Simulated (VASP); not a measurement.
Consider the following.

```
GdP
1.0
    4.58214     0.00000     0.00000
    0.00000     4.58214     0.00000
    0.00000     0.00000     5.77388
Gd P
2 2
Direct
  0.50000   0.00000   0.23680
  0.00000   0.50000   0.76320
  0.00000   0.00000   0.00000
  0.50000   0.50000   0.00000
```
Cell charge +0.1.

Computed with PBE GGA, VASP's PBE PAW potentials (set 64) (plane waves; VASP). Run with NELECT = 27.9, 400 eV cut-off, 5×5×4 Γ-centred mesh, Gaussian smearing of 0.050 eV, potentials Gd_3 P.

The 4f electrons are frozen in the core of the lanthanide potential, so 4f levels, which can set the real gap, and their magnetism are missing. The cell is charged, with a uniform compensating background.

Which forces act on the atoms, in eV/Å?

| atom | Fx | Fy | Fz |
|---|---|---|---|
| Gd1 | 0.000 | 0.000 | 0.211 |
| Gd2 | 0.000 | 0.000 | -0.211 |
| P3 | 0.000 | 0.000 | 0.000 |
| P4 | 0.000 | 0.000 | 0.000 |

Give the stress tensor in GPa (positive for a compressed cell).

```
 6.20   0.00   0.00
 0.00   6.20   0.00
 0.00   0.00  -2.78
```
The pressure is its mean diagonal, 3.20 GPa.

The structure was generated: GdP was put into the litharge type (P4/nmm), which need not be its known phase. The cell was not relaxed at this level. The run is one of a series of settings (NELECT = 27.9 against the base run), some of them coarse on purpose.
